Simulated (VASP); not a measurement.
Computed with PBEsol GGA, VASP's PBE PAW potentials (set 64) (plane waves; VASP).

A VASP calculation is set up with these files.

**KPOINTS**
```
Automatic mesh
0
Gamma
8 8 5
0 0 0
```

**POSCAR**
```
Br
1
    3.3486930000     0.0000000000     0.0000000000
   -1.6743460000     2.9000530000     0.0000000000
    0.0000000000     0.0000000000     5.4369170000
Br
2
Direct
  0.3333330000   0.6666670000   0.2500000000
  0.6666670000   0.3333330000   0.7500000000
```

INCAR:
```
ALGO=Normal   # blocked Davidson
PREC=Accurate
LWAVE=F
SIGMA=0.05   # width (eV)
EDIFFG=-0.01
GGA=PS
ISIF=3   # ions, shape and volume
LCHARG=F
SYSTEM=Br
LASPH=T   # aspherical one-centre terms
ISMEAR=0
NSW=60   # most ionic steps
EDIFF=1E-6   # SCF stop (eV)
IBRION=2   # conjugate gradients
LREAL=F   # projection in real space or not
LMAXMIX=4   # l cut-off of mixed one-centre charges
ENCUT=400   # plane-wave cut-off (eV)
NELM=100
```

POTCAR, in this order: Br (PBE.64 set). Program: vasp_std.

Task: Estimate the energy per atom (σ→0), volume per atom, band gap (on the k-mesh).

Result: 
```yaml
energy per atom (σ→0): -135.9 kJ/mol-atom
band gap (on the k-mesh): none (metal, semimetal or under 0.01 eV)
volume_per_atom: 26.06 Å³/atom
```

**OSZICAR**
```
...
       N       E                     dE             d eps       ncg     rms          rms(c)
DAV:   1    -0.281904385720E+01   -0.10865E-02   -0.21508E-02   663   0.102E+00    0.157E-01
DAV:   2    -0.281828547380E+01    0.75838E-03   -0.94922E-04   675   0.208E-01    0.689E-02
DAV:   3    -0.281808016287E+01    0.20531E-03   -0.58486E-04   684   0.154E-01    0.730E-02
DAV:   4    -0.281808166465E+01   -0.15018E-05   -0.12917E-05   696   0.290E-02    0.534E-02
DAV:   5    -0.281807857058E+01    0.30941E-05   -0.12445E-05   687   0.214E-02    0.449E-03
DAV:   6    -0.281807868324E+01   -0.11266E-06   -0.13270E-07   369   0.284E-03
  26 F= -.28180787E+01 E0= -.28175946E+01  d E =-.121444E-03
```

The structure was generated: Br was put into the hcp type (P6_3/mmc), which need not be its known phase. This run relaxes it. Symmetry was kept, so distortions that lower it aren't found.
